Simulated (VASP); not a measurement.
Energy against volume of Bi (a7). Computed with PBE GGA with D3 dispersion (zero damping), VASP's PBE PAW potentials (set 64) (plane waves; VASP). Numerical set-up: 520 eV cut-off, 10×10×10 Γ-centred mesh, first-order Methfessel-Paxton smearing of 0.10 eV, potentials Bi_d.

Shape and ions are relaxed at each volume.

```tsv
V (Å³/atom)	E (eV/atom)
33.221	-4.17341
34.281	-4.18723
35.341	-4.19183
36.402	-4.18906
```

Question: Fit these four points and predict the energy of the run at 37.462 Å³/atom.

Answer: A cubic in V^(−2/3), the third-order Birch-Murnaghan form, passes through the four points with V0 = 35.43 Å³/atom and B0 = 36 GPa, and gives -4.1804 eV/atom there. The run gave -4.1805 eV/atom, -0.0 meV/atom from the fit; all five points give B0 = 36 GPa.

The compound is Bi in the a7 structure. It was relaxed first.
